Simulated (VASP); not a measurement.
Method: vdW-DF-cx, VASP's PBE PAW potentials (set 64) (plane waves; VASP).

The input files of a VASP run:

### KPOINTS
```
Automatic
0
G
  9 9 9
0 0 0
```

POSCAR:
```
NaCl
1.0
  0.0000000000   2.8228475468   2.8228475468
  2.8228475468   0.0000000000   2.8228475468
  2.8228475468   2.8228475468   0.0000000000
Na Cl
1 1
direct
  0.0000000000   0.0000000000   0.0000000000
  0.5000000000   0.5000000000   0.5000000000
```

**INCAR**
```
! general
SYSTEM   = NaCl
PREC     = Accurate
ENCUT    = 520
LREAL    = .False.
LASPH    = .True.

! electronic loop
EDIFF    = 1E-7
NELM     = 100
ALGO     = Normal

! smearing
ISMEAR   = -5

! functional
GGA      = CX
LUSE_VDW = .True.
AGGAC    = 0.0

! ions
ISIF     = 2

! output
LWAVE    = .False.
LCHARG   = .True.
LORBIT   = 11
NEDOS    = 601
```

POTCAR, in this order: Na_pv Cl (PBE.64 set). Program: vasp_std.

Problem. What does the run give for the energy per atom (σ→0), band gap (on the k-mesh)?

Solution. 
```
Item                               Value
------------------------  --------------
energy per atom (σ→0)     -1.488 eV/atom
band gap (on the k-mesh)         5.20 eV
```

File OSZICAR:
```
...
DAV:   9    -0.297512465670E+01    0.36418E-04   -0.21786E-04   966   0.151E-01    0.127E-01
DAV:  10    -0.297532389085E+01   -0.19923E-03   -0.43820E-04   791   0.206E-01    0.536E-02
DAV:  11    -0.297531518499E+01    0.87059E-05   -0.24851E-05   905   0.580E-02    0.964E-03
DAV:  12    -0.297531643689E+01   -0.12519E-05   -0.28294E-06   797   0.196E-02    0.130E-03
DAV:  13    -0.297531702391E+01   -0.58702E-06   -0.75835E-07   815   0.631E-03    0.318E-03
DAV:  14    -0.297531689546E+01    0.12845E-06   -0.74574E-08   742   0.198E-03    0.347E-04
DAV:  15    -0.297531689296E+01    0.25059E-08   -0.30671E-09   433   0.619E-04
   1 F= -.29753169E+01 E0= -.29753169E+01  d E =0.000000E+00
```

The compound is NaCl in the rock salt structure. It was relaxed first.
